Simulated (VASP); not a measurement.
Input:

```
CELL_PARAMETERS angstrom
      4.29526     0.00000     0.00000
      0.00000     4.29526     0.00000
      0.00000     0.00000     4.29526
ATOMIC_POSITIONS crystal
  Cu 0.75000 0.25000 0.75000
  Cu 0.25000 0.75000 0.75000
  Cu 0.75000 0.75000 0.25000
  Cu 0.25000 0.25000 0.25000
  O  0.00000 0.00000 0.00000
  O  0.50000 0.50000 0.50000
```

These are optB88-vdW, VASP's PBE PAW potentials (set 64) (plane waves; VASP) values and carry that method's errors. Settings: 520 eV cut-off, Gaussian smearing of 0.050 eV, potentials Cu O.

**Question.** Give the energies of bands 18 to 31 at the high-symmetry points, in eV from the valence-band maximum.

**Answer.** 
| band | Γ | X | M | R |
|---|---|---|---|---|
| 18 | -1.82 | -1.95 | -2.10 | -1.86 |
| 19 | -1.82 | -1.94 | -1.84 | -1.86 |
| 20 | -1.69 | -1.94 | -1.84 | -1.68 |
| 21 | -1.69 | -1.80 | -1.84 | -1.68 |
| 22 | -1.69 | -1.80 | -1.84 | -1.68 |
| 23 | -1.51 | -1.62 | -1.42 | -1.56 |
| 24 | -1.51 | -1.62 | -1.42 | -1.56 |
| 25 | -1.51 | -1.14 | -1.15 | -0.94 |
| 26 | 0.00 | -1.14 | -1.15 | -0.55 |
| 27 | 0.00 | -0.37 | -0.62 | -0.55 |
| 28 | 0.00 | -0.37 | -0.62 | -0.55 |
| 29 | 0.58 | 2.30 | 2.03 | 2.64 |
| 30 | 1.48 | 2.30 | 2.03 | 2.64 |
| 31 | 1.48 | 4.37 | 3.90 | 2.64 |

The gap is direct, 0.58 eV, from the valence maximum at Γ to the conduction minimum at Γ.

Measured: gap 2.20 eV (computed value off by -1.62 eV), as given by Wei Chen et al., Physical Review Materials (2018), doi:10.1103/physrevmaterials.2.073803 [zero-point renormalisation of 0.03 eV added back (the table's ZPR column)].

The compound is Cu2O in the cuprite structure. It was relaxed first.
